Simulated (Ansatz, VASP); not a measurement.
**Cross-check of AlNi3 between VASP and Ansatz**

One calculation is typed for both programs; each brings its own data sets. How far apart do they land? The cell is taken from a series of runs on this material, whose earlier steps may have relaxed, scaled, displaced or heated it; both programs get it as it stands.

Program: Ansatz 0.2.0. Level of theory: plane waves, with VASP 6.6.1 beside it; relaxation of cell and atoms at r2SCAN. Results are calculated unless marked as measured.

### 1. Set-up

Symmetry: Pm-3m, No. 221, cubic system. The conventional cell has a = 3.523 Å, b = 3.523 Å, c = 3.523 Å, α = 90.00°, β = 90.00°, γ = 90.00°. Al has 12 Ni at 2.49 Å nearest. Nearest to Ni lie 8 Ni at 2.49 Å and 4 Al at 2.49 Å. Farther neighbours are not listed.

### 2. Ansatz: relaxation of cell and atoms, r2SCAN

Ansatz runs on its default PAW (the set named soft_2) files.

The relaxed volume is the usual yardstick between codes: in a stiff, nearly cubic crystal its relative difference is about their pressure difference at one cell divided by the bulk modulus.

File input.yaml:

```yaml
crystal:
  lattice:
    - [3.5230547267, 0.0, 0.0]
    - [0.0, 3.5230547267, 0.0]
    - [0.0, 0.0, 3.5230547267]
  atoms:
    - { symbol: Al, position: [0.0, 0.0, 0.0] }
    - { symbol: Ni, position: [0.0, 0.5, 0.5], spin: 2.0 }
    - { symbol: Ni, position: [0.5, 0.0, 0.5], spin: 2.0 }
    - { symbol: Ni, position: [0.5, 0.5, 0.0], spin: 2.0 }
kpoints:
  mp_grid: { grid: [12, 12, 12] }
hamiltonian:
  xc: r2scan
scf:
  occupations: { method: methfessel_paxton, width: 0.25 }
output:
  forces: true
  stress: true
  eigenvalues: true
  populations: true
magnetization:
  spin_polarized: true
relax:
  adjacent_minimum: "off"
  f_tol: 0.005
  max_steps: 60
  cell: { stress_tol: 0.03 }
```

Launch:

```console
$ ansatz run input.yaml --threads 8 --pin off --max-ram 16384MiB --backend cpu --events-out ev --progress --plain --runs-dir out
```

Numbers of over 12 decimals in the logs are rounded to 6 here.

The log of the run:

```text
Engine: ansatz 0.2.0, aarch64-unknown-linux-gnu
Pseudopotentials: kind: paw
Pseudopotential: Al, paw, valence charge 3, recommended cutoff 500 eV (meta_gga), Al.paw.azcp
Pseudopotential: Ni, paw, valence charge 18, recommended cutoff 500 eV (meta_gga), Ni.paw.azcp
Functional definition: r2SCAN
  parameter k0 = 0.174
  parameter k1 = 0.065
  parameter a1 = 4.9479
  exchange = r2scan_x(k0 = k0, k1 = k1, a1 = a1)
  correlation = r2scan_c
Crystal: 4 atoms, lattice volume = 43.728 Å³
Basis set: ecut = 500 eV, 1141 PW (Γ), exchange–correlation on 108×108×108 points (64 copies of the dense FFT grid, shifted against one another)
Bands: 38, of which v1, the nominal top of the filled ones, is band 29 counted from 1 (28 counted from 0)
Symmetry: 48 space group operations
Space group: Pm-3m (ITA 221), of the structure as read, at distance tolerance 3.5e-5 Å
Magnetic group: BNS 221.92 (UNI 1594), of the structure as read, at distance tolerance 3.5e-5 Å
k-points: 84 of 1728
Non-local potential: Al, projectors of the file, l = 0: 2, l = 1: 2, l = 2: 1
Non-local potential: Ni, projectors of the file, l = 0: 3, l = 1: 2, l = 2: 3, l = 3: 1
PAW form: soft (Blöchl's): semilocal exchange-correlation on the pseudo side does not see the compensation charge
PAW frozen core: Al, regenerated for the run's functional (the file was generated under x = pbe(κ = 0.804, μ = 0.219515), c = pbe(β = 0.066725))
PAW frozen core: Ni, regenerated for the run's functional (the file was generated under x = pbe(κ = 0.804, μ = 0.219515), c = pbe(β = 0.066725))
PAW one-centre angular grid: Al, 302 points (default); XC on 160 Gauss nodes
PAW one-centre angular grid: Ni, 590 points (default); XC on 160 Gauss nodes
Initial density: superposition of atomic densities (chi_scale 0.1, normalization cell)
Starting moments: Σ|m| = 6 μB on 3 of 4 sites
Initial wavefunctions: pseudopotential atomic-orbital guess
Functional: x = r2scan, c = r2scan; τ floored in thin density (d = 2e-4 eV/Å³)
SCF iter   1: F=—  HF=-18072.772436 eV  |F-HF|=—  |Δ(HF+E_count)|=         —  Δρ=9.74e-2 (↑9.74e-2 ↓3.87e-2)  dr2=2.10e0  dr2_τ=4.09e-2  dr2_m=1.44e0  M=3.579 μB ∫|m|=4.277 μB  β_m=0.74  ethr=3.10e-3  ⟨swp⟩=6.3  Hψ=24245  notcnv=0
Mixer restart at iter 1: flushing history
preconditioner: auto → Kerker (q_TF=auto, 2.852 Å⁻¹)  [metal: Δε(μ)=0.006 eV  Ē_g=10.439 eV  σ=0.250 eV  W_gap=0.01  n_scr=18 (ndim 8)  ℏωp=32.3 eV  f_vac=0.000  D(μ)=5.31/eV (n_scr^D=80)]
spin=Collinear: Kerker preconditioning applied to the charge; magnetization (m = ρ↑ − ρ↓) channel mixes plain (no charge-response kernel on spin).
SCF iter   2: F=—  HF=-18072.734235 eV  |F-HF|=—  |Δ(HF+E_count)|=   3.82e-2  Δρ=4.90e-2 (↑2.88e-2 ↓4.90e-2)  dr2=2.76e-1  dr2_τ=7.88e-3  dr2_m=5.22e-1  M=2.952 μB ∫|m|=3.904 μB  β_m=0.99  ethr=3.10e-3  ⟨swp⟩=2.6  Hψ=12328  notcnv=0  defer=467  κ⁻¹=1.0e0(r=1)
SCF iter   3: F=—  HF=-18074.908686 eV  |F-HF|=—  |Δ(HF+E_count)|=         —  Δρ=9.72e-2 (↑9.72e-2 ↓6.09e-2)  dr2=6.90e-1  dr2_τ=1.21e-2  dr2_m=2.31e0  M=1.385 μB ∫|m|=2.425 μB  β_m=1.00  ethr=4.84e-4  ⟨swp⟩=2.2  Hψ=11738  notcnv=0  defer=459
Mixer restart at iter 3: flushing history
SCF iter   4: F=—  HF=-18078.958536 eV  |F-HF|=—  |Δ(HF+E_count)|=    4.05e0  Δρ=1.36e-1 (↑7.05e-2 ↓1.36e-1)  dr2=1.14e1  dr2_τ=9.49e-3  dr2_m=4.52e-1  M=0.879 μB ∫|m|=1.610 μB  β_m=0.82  ethr=8.77e-5  ⟨swp⟩=3.6  Hψ=16662  notcnv=0  defer=468
SCF iter   5: F=—  HF=-18077.723843 eV  |F-HF|=—  |Δ(HF+E_count)|=    1.23e0  Δρ=2.72e-2 (↑1.75e-2 ↓2.72e-2)  dr2=9.22e-1  dr2_τ=2.04e-2  dr2_m=1.19e-2  M=0.967 μB ∫|m|=1.605 μB  β_m=1.00  ethr=8.77e-5  ⟨swp⟩=3.9  Hψ=18853  notcnv=0  defer=536  κ⁻¹=1.0e0(r=1)
SCF iter   6: F=—  HF=-18077.935423 eV  |F-HF|=—  |Δ(HF+E_count)|=   2.12e-1  Δρ=1.83e-2 (↑1.11e-2 ↓1.83e-2)  dr2=4.62e-1  dr2_τ=2.13e-4  dr2_m=7.19e-3  M=0.934 μB ∫|m|=1.501 μB  β_m=1.00  ethr=8.77e-5  ⟨swp⟩=2.0  Hψ=11776  notcnv=0  defer=525  κ⁻¹=5.0e-3(r=2)
SCF iter   7: F=—  HF=-18078.004561 eV  |F-HF|=—  |Δ(HF+E_count)|=   6.91e-2  Δρ=6.95e-3 (↑5.88e-3 ↓6.95e-3)  dr2=1.07e-1  dr2_τ=1.08e-4  dr2_m=9.19e-4  M=0.879 μB ∫|m|=1.354 μB  β_m=1.00  ethr=8.77e-5  ⟨swp⟩=2.0  Hψ=11455  notcnv=0  defer=526  κ⁻¹=1.1e-3(r=3)
SCF iter   8: F=—  HF=-18077.841461 eV  |F-HF|=—  |Δ(HF+E_count)|=   1.63e-1  Δρ=1.60e-2 (↑1.16e-2 ↓1.60e-2)  dr2=1.98e-1  dr2_τ=1.58e-4  dr2_m=2.04e-3  M=0.762 μB ∫|m|=1.080 μB  β_m=1.00  ethr=8.77e-5  ⟨swp⟩=2.0  Hψ=13471  notcnv=0  defer=518  κ⁻¹=1.6e-5(r=4)
[...]
SCF 3 converged in 6 iterations: F = -18077.976905 eV  dr2 = 8.26e-8
relax step   3: F+E_penalty+E_count = -18077.97690514 eV  Δ(F+E_penalty+E_count) = +4.182e-6 eV  max|allowed force component| = 5.193e-30 eV/Å  Δτ_max = 0.0000 Å  P = +0.001 GPa  Ω = 43.837 Å³  energy of the carried Pulay correction = -9.234e-5 eV  (6 SCF iters, dr2 threshold 1.46e-7 eV, accepted)
Initial wavefunctions: pseudopotential atomic-orbital guess (no wavefunctions were taken with the density)
[...]
SCF iter   4: F=—  HF=-18077.977002 eV  |F-HF|=—  |Δ(HF+E_count)|=   4.35e-8  S|Δr|=    0.00e0  Δρ=4.02e-6 (↑2.44e-6 ↓4.02e-6)  dr2=8.16e-9  dr2_τ=6.51e-11  dr2_m=3.40e-10  M=0.902 μB ∫|m|=1.359 μB  β_m=1.20  ethr=2.34e-11  ⟨swp⟩=2.0  Hψ=11208  notcnv=0  κ⁻¹=9.3e-3(r=3)
SCF iter   5: F=—  HF=-18077.977002 eV  |F-HF|=—  |Δ(HF+E_count)|=   4.81e-9  S|Δr|=    0.00e0  Δρ=1.67e-6 (↑1.15e-6 ↓1.67e-6)  dr2=2.38e-9  dr2_τ=6.49e-12  dr2_m=3.82e-11  M=0.902 μB ∫|m|=1.359 μB  β_m=1.20  ethr=1.43e-11  ⟨swp⟩=2.0  Hψ=10166  notcnv=0  κ⁻¹=1.8e-3(r=4)
SCF iter   6: F=—  HF=-18077.977002 eV  |F-HF|=—  |Δ(HF+E_count)|=  9.20e-10  S|Δr|=    0.00e0  Δρ=3.29e-7 (↑3.27e-7 ↓3.29e-7)  dr2=6.60e-11  dr2_τ=5.23e-13  dr2_m=8.94e-13  M=0.902 μB ∫|m|=1.359 μB  β_m=1.20  ethr=4.18e-12  ⟨swp⟩=1.6  Hψ=7590  notcnv=0  κ⁻¹=3.4e-4(r=5)
SCF iter   7: F=—  HF=-18077.977002 eV  |F-HF|=—  |Δ(HF+E_count)|=  1.67e-10  S|Δr|=    0.00e0  Δρ=3.85e-7 (↑3.48e-7 ↓3.85e-7)  dr2=1.16e-10  dr2_τ=2.81e-13  dr2_m=2.62e-13  M=0.902 μB ∫|m|=1.359 μB  β_m=1.20  ethr=1.00e-12  ⟨swp⟩=2.0  Hψ=10320  notcnv=0  κ⁻¹=6.8e-5(r=6)
SCF iter   8: F=—  HF=-18077.977002 eV  |F-HF|=—  |Δ(HF+E_count)|=  1.46e-10  S|Δr|=    0.00e0  Δρ=1.26e-7 (↑1.24e-7 ↓1.26e-7)  dr2=1.52e-11  dr2_τ=1.74e-13  dr2_m=5.25e-14  M=0.902 μB ∫|m|=1.359 μB  β_m=1.20  ethr=1.00e-12  ⟨swp⟩=1.3  Hψ=7341  notcnv=0  κ⁻¹=8.1e-6(r=7)
SCF iter   9: F=—  HF=-18077.977002 eV  |F-HF|=—  |Δ(HF+E_count)|=  3.64e-12  S|Δr|=    0.00e0  Δρ=1.22e-7 (↑9.42e-8 ↓1.22e-7)  dr2=7.12e-12  dr2_τ=1.15e-13  dr2_m=1.30e-13  M=0.902 μB ∫|m|=1.359 μB  β_m=1.20  ethr=1.00e-12  ⟨swp⟩=5.8  Hψ=27220  notcnv=0  κ⁻¹=5.3e-6(r=8)
SCF iter  10: F=-18077.977002 eV  HF=-18077.977002 eV  |F-HF|=7.28e-12  |Δ(HF+E_count)|=  3.64e-12  S|Δr|=    0.00e0  Δρ=2.64e-8 (↑2.64e-8 ↓2.41e-8)  dr2=3.72e-13  dr2_τ=7.11e-15  dr2_m=2.03e-14  M=0.902 μB ∫|m|=1.359 μB  ethr=1.00e-12  ⟨swp⟩=5.1  Hψ=26069  notcnv=0
SCF 4 converged in 10 iterations: F = -18077.977002 eV  dr2 = 3.72e-13
relax step   4: F+E_penalty+E_count = -18077.97700186 eV  Δ(F+E_penalty+E_count) = -9.672e-5 eV  max|allowed force component| = 8.415e-30 eV/Å  Δτ_max = 0.0000 Å  P = +0.004 GPa  Ω = 43.837 Å³  stress off target by 4.49e-3 GPa  SCF on the basis re-selected at this cell (its energy is not comparable with the rows above)  (10 SCF iters)
basis re-selected at this cell: Δ(F+E_penalty+E_count) = -9.672e-5 eV, ΔP = +0.004 GPa vs the last step (what re-selecting the basis moved, of the pressure what is left beyond the Pulay correction that the steps carried, after the strain that the cell walked since its last selection, with what the two solves' SCF thresholds leave and, on support functions, any second-order correction that the steps lacked; it is no m [...]
SCF converged after 10 iterations
Stability not checked: this state was not tested for a lower state beside it, because cold or Methfessel-Paxton smearing, or corrected tetrahedra, fill the levels in a way that the test cannot read (fill_not_monotonic; see scf.lower_state_search)
Magnetization: 0.9025 μB (28.9512 up, 28.0488 down)
Absolute magnetization: 1.3586 μB (∫|ρ↑−ρ↓|, with the PAW one-centre terms)
Spin contamination: 0.0456 ħ² per cell (⟨S²⟩ above its minimum at these occupations)
Per-site moments (μB) at R_I (Å): [(-0.032751, 1.028467), (0.362954, 1.028467), (0.362954, 1.028467), (0.362954, 1.028467)]
Free energy (F): -18077.977002 eV
Harris-Foulkes:  -18077.977002 eV  (|F-HF|=7.28e-12)
Internal energy: -18077.980481 eV  (E = F + TS)
E sigma→0 (E₀):  -18077.977872 eV
Entropy (-TS):   0.003479 eV (0.870 meV/atom)
Fermi energy:    16.309073 eV
--- Per-component energies (eV) ---
  E_band       = -982.233044
  E_kinetic    = 877.553775
  E_local      = -11898.043366  (includes V_loc(G=0)·N_el)
  E_nonlocal   = 1930.487205
  E_hartree    = 5077.812497
  E_xc         = -276.019379
  E_vxc        = -387.255728  (∫ρ·V_xc dr)
  E_paw        = -5407.620279  (= ΣΔE_a)
  E_vpaw       = -1688.745451  (= ΣTr[D̂ρ^β])
  E_aug_tail   = 0.000685  (compensation charges beyond the density's cutoff)
  E_vtau       = 28.144785  (kinetic-family band-sum trace: ∫τ·v_τ [+ j·A + Jᵃ·Aᵃ] dr)
  E_ewald      = -8381.191305
  E_core_change = -0.960314  (= ΣΔE_core)
  E_smearing   = 0.003479  (= −TS)
  E_closure    = 0.000000  (closes the sum)
  Σ components = -18077.977002   (vs F -18077.977002, Δ=0.00e0)
--- Forces (eV/Å), atoms counted from 1 ---
  atom   1  Al     0.00000000    -0.00000000    -0.00000000
  atom   2  Ni    -0.00000000    -0.00000000    -0.00000000
  atom   3  Ni     0.00000000     0.00000000     0.00000000
  atom   4  Ni     0.00000000     0.00000000     0.00000000
  max |Σ_I F_I| component: 9.47e-30 eV/Å
--- Stress (GPa, compression-positive) ---
        0.004487      -0.000000      -0.000000
       -0.000000       0.004487       0.000000
       -0.000000       0.000000       0.004487
  P = ⅓ Tr σ = 0.0045 GPa (0.045 kbar)
--- Band table (eV; the first three rows and the last of 168) ---
  k-point 0 ↑: bands = [... 25 lower, 15.8886, 15.8886, 15.8886, 17.1288, 17.1288, 17.1288, 23.0884, 23.0884, ... 5 higher]
  k-point 1 ↑: bands = [... 25 lower, 15.6947, 15.7516, 15.8887, 16.7429, 17.4379, 17.4379, 23.0786, 23.4169, ... 5 higher]
  k-point 2 ↑: bands = [... 25 lower, 15.4404, 15.6583, 15.8890, 15.9672, 18.1044, 18.1044, 23.0494, 23.7797, ... 5 higher]
  k-point 83 ↓: bands = [... 25 lower, 15.2528, 15.2528, 15.7598, 16.5261, 16.5261, 16.5261, 20.2056, 20.8428, ... 5 higher]
--- Relaxed structure (3 steps of the walk, 3 accepted, 1 SCFs on fresh bases) ---
  F+E_penalty+E_count = -18077.97700186 eV   max|allowed force component| = 8.415e-30 eV/Å   (the final SCF, on the basis selected at the relaxed cell)
  cell:  # Å, volume = 43.8373 Å³
    - [3.525992, 0, 0]
    - [0, 3.525992, 0]
    - [0, 0, 3.525992]
  atoms:
    - { symbol: Al, position: [0, 0, 0] }
    - { symbol: Ni, position: [0, 0.5, 0.5] }
    - { symbol: Ni, position: [0.5, 0, 0.5] }
    - { symbol: Ni, position: [0.5, 0.5, 0] }
--- Löwdin populations: 4 sites ---
  site symbol       q [e]    m [muB]
     0     Al      3.5665    -0.0974
     1     Ni     17.6161     0.3563
     2     Ni     17.6161     0.3563
     3     Ni     17.6161     0.3563
  spilling = 0.010264 (of n_electrons = 57.000000)
```

[end of part 1 of 2]

[Lines on the potential files, build, host, timing and source positions are cut from VASP's logs without a mark.]

[Logs are printed without paths, hosts, clocks, repeated set-up lines and the standing remarks that a program may print on its own settings, such as how far it seeks lower states.]

[Hosts, paths, dates, database ids (printed as entryN), source tags and the programs' standing remarks are cut or masked in the printed files.]
